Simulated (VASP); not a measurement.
Given:

```xyz
6
Lattice="-1.8863 1.8863 4.7987 1.8863 -1.8863 4.7987 1.8863 1.8863 -4.7987" Properties=species:S:1:pos:R:3 pbc="T T T"
Ti     0.0000     1.8863     2.3994
Ti     0.0000     0.0000     0.0000
O      0.0000     1.8863     0.4133
O      0.0000     0.0000     7.6114
O      0.0000     0.0000     1.9861
O      0.0000     1.8863     4.3855
```

Level of theory: AM05 GGA, VASP's PBE PAW potentials (set 64) (plane waves; VASP). Settings: 520 eV cut-off, Gaussian smearing of 0.050 eV, potentials Ti_sv O.

Give the energies of bands 14 to 27 at the high-symmetry points, in eV from the valence-band maximum.

```tsv
band	Γ	X	P	N	M	S	R
14	-3.87	-4.45	-4.34	-4.25	-3.79	-3.79	-4.62
15	-3.87	-4.23	-4.27	-3.75	-3.73	-3.75	-3.94
16	-3.46	-4.23	-4.27	-3.71	-3.73	-3.74	-3.94
17	-2.07	-3.79	-3.83	-3.42	-2.06	-2.98	-3.62
18	-2.07	-3.79	-3.83	-2.19	-2.06	-2.95	-3.62
19	-2.00	-2.65	-2.96	-2.05	-1.35	-2.24	-2.77
20	-0.79	-2.65	-2.96	-1.98	-1.35	-1.89	-2.77
21	-0.78	-2.05	-1.60	-1.96	-1.25	-1.19	-1.89
22	-0.78	-2.05	-1.60	-0.94	-1.25	-0.92	-1.89
23	-0.45	-0.05	-0.26	-0.83	-0.10	-0.88	-0.09
24	-0.45	-0.05	-0.26	-0.65	-0.10	-0.80	-0.09
25	2.10	3.29	3.54	3.24	2.44	3.23	3.27
26	2.82	3.29	3.54	3.55	2.44	3.48	3.27
27	4.04	3.79	3.57	3.58	3.78	3.56	3.73
```

The gap is indirect, 2.10 eV, from the valence maximum at Γ-X at 0.89 to the conduction minimum at Γ.

The compound is TiO2 in the anatase structure, one of several forms; rutile is the usual stable one. It was relaxed first.
